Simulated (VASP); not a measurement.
OSZICAR of a VASP run on PtAl₂ (fluorite):

### OSZICAR
```
       N       E                     dE             d eps       ncg     rms          rms(c)
DAV:   1     0.537717801434E+02    0.53772E+02   -0.67991E+03   704   0.114E+03
DAV:   2    -0.157872058855E+02   -0.69559E+02   -0.62605E+02   832   0.193E+02
DAV:   3    -0.177445272397E+02   -0.19573E+01   -0.19217E+01   876   0.319E+01
DAV:   4    -0.177654268631E+02   -0.20900E-01   -0.20873E-01   848   0.364E+00
DAV:   5    -0.177657030192E+02   -0.27616E-03   -0.27615E-03   884   0.460E-01    0.885E+00
DAV:   6    -0.172752362785E+02    0.49047E+00   -0.24787E+00   804   0.155E+01    0.237E+00
DAV:   7    -0.171853479972E+02    0.89888E-01   -0.19274E-01   784   0.456E+00    0.173E+00
DAV:   8    -0.171496733150E+02    0.35675E-01   -0.34441E-02   784   0.177E+00    0.244E-01
DAV:   9    -0.171496152987E+02    0.58016E-04   -0.19301E-03   824   0.423E-01    0.152E-01
DAV:  10    -0.171498033055E+02   -0.18801E-03   -0.39252E-04   764   0.162E-01    0.197E-02
DAV:  11    -0.171498049492E+02   -0.16437E-05   -0.20008E-05   824   0.463E-02    0.945E-03
DAV:  12    -0.171498097885E+02   -0.48393E-05   -0.11410E-05   740   0.243E-02    0.269E-03
DAV:  13    -0.171498096784E+02    0.11009E-06   -0.40826E-07   580   0.675E-03
   1 F= -.17149810E+02 E0= -.17150186E+02  d E =-.171498E+02
```

Q: Which electronic solver shows in the log?

A: It is blocked Davidson (ALGO = Normal, or the opening steps of other solvers). The INCAR had ALGO = Normal.

Q: Can the final energy be trusted as converged?

A: The calculation finished and met its thresholds. It stopped with EDIFF = 1E-6, NELM = 100, NSW = 60 and EDIFFG = -0.02 after 1 ionic step (AM05 GGA, plane waves, VASP's PBE PAW potentials (set 64)).

The compound is PtAl2 in the fluorite structure. It was relaxed first. The start is the result of an earlier pass.
